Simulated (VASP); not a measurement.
Here is the system:

```yaml
crystal:
  lattice:
    - [1.61500, -2.79726, 0.00000]
    - [1.61500, 2.79726, 0.00000]
    - [0.00000, 0.00000, 5.15000]
  atoms:
    - { symbol: Zr, position: [0.33333, 0.66667, 0.25000] }
    - { symbol: Zr, position: [0.66667, 0.33333, 0.75000] }
```

Method: PBEsol GGA, VASP's PBE PAW potentials (set 64) (plane waves; VASP 6.6.1). Settings: 400 eV cut-off, 12×12×7 Γ-centred mesh, first-order Methfessel-Paxton smearing of 0.10 eV, potentials Zr_sv.

Problem. Give the stress tensor in GPa (positive for a compressed cell).

Solution. 
```
-3.52   0.00   0.00
 0.00  -3.52   0.00
 0.00   0.00  -2.98
```
The pressure is its mean diagonal, -3.34 GPa.

The compound is Zr in the hcp structure. The cell was not relaxed at this level. The run is one of a series of settings (GGA = PS against the base run), some of them coarse on purpose.
